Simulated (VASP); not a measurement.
The system is Ag.

```
Ag
1.0
     0.00000    2.02576    2.02576
     2.02576    0.00000    2.02576
     2.02576    2.02576    0.00000
Ag
1
Direct
  0.00000 0.00000 0.00000
```

Base run:

* Program: VASP 6.6.1
* Functional: r2SCAN
* Potentials or basis: VASP PAW PBE potentials, release 64 (Ag)
* Cutoff: 520 eV
* k mesh: 16 × 16 × 16
* Occupations: methfessel-paxton, width 0.1 eV
* Spin: no spin polarisation

Its results: pressure 4.7 GPa.

Problem. The run is repeated on the same cell with these changes: functional from r2SCAN to PBE. What comes out?

Solution. Pressure 7.7 GPa.

Caveats: the PAW data sets were made with another functional, which shifts forces and pressure a little (some runs).
